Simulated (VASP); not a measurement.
A convergence study with VASP on LiH (rock salt): one setting is varied, all else stays as given below, so the limit is that of these other settings. Each run relaxes cell and ions; the cell shown is the tightest run's result. The basis is that of the starting cell, so low cut-offs carry a Pulay error.

```xyz
2
Lattice="0.0000 2.0013 2.0013 2.0013 0.0000 2.0013 2.0013 2.0013 0.0000" Properties=species:S:1:pos:R:3 pbc="T T T"
Li     2.0013     0.0000     2.0013
H      2.0013     2.0013     2.0013
```

All values below come from PBE GGA, VASP's PBE PAW potentials (set 64) (plane waves; VASP). The tightest run used: 800 eV cut-off, 9×9×9 Γ-centred mesh, Gaussian smearing of 0.050 eV, potentials Li_sv H.

The reference is ENCUT = 800, which took about 10 core-seconds. Costs are core time on shared hosts, one run each; read them as rough ratios.

**Question.** Of the settings ENCUT = 250; ENCUT = 300; ENCUT = 350; ENCUT = 400; ENCUT = 450; ENCUT = 500; ENCUT = 550; ENCUT = 600; ENCUT = 650; ENCUT = 700; ENCUT = 750; ENCUT = 800, which is the lowest that keeps the difference from the reference in relaxed volume (Å³/atom) within 0.1 from there on, and what does it cost?

**Answer.** ENCUT = 500; its cost over the reference is within a factor of 2.
| setting | difference in relaxed volume (Å³/atom) | cost over the reference |
|---|---|---|
| ENCUT = 250 | 1.772 | within a factor of 2 |
| ENCUT = 300 | 1.413 | about 1/3 |
| ENCUT = 350 | 0.838 | about 1/2 |
| ENCUT = 400 | 0.412 | within a factor of 2 |
| ENCUT = 450 | 0.156 | within a factor of 2 |
| ENCUT = 500 | 0.029 | within a factor of 2 |
| ENCUT = 550 | 0.025 | within a factor of 2 |
| ENCUT = 600 | 0.031 | within a factor of 2 |
| ENCUT = 650 | 0.034 | within a factor of 2 |
| ENCUT = 700 | 0.026 | within a factor of 2 |
| ENCUT = 750 | 0.011 | within a factor of 2 |
| ENCUT = 800 | 0.000 | reference |

Left out are rungs that failed or repeat a setting and relaxations that didn't move; long series are thinned to 24 rows.

The compound is LiH in the rock salt structure.
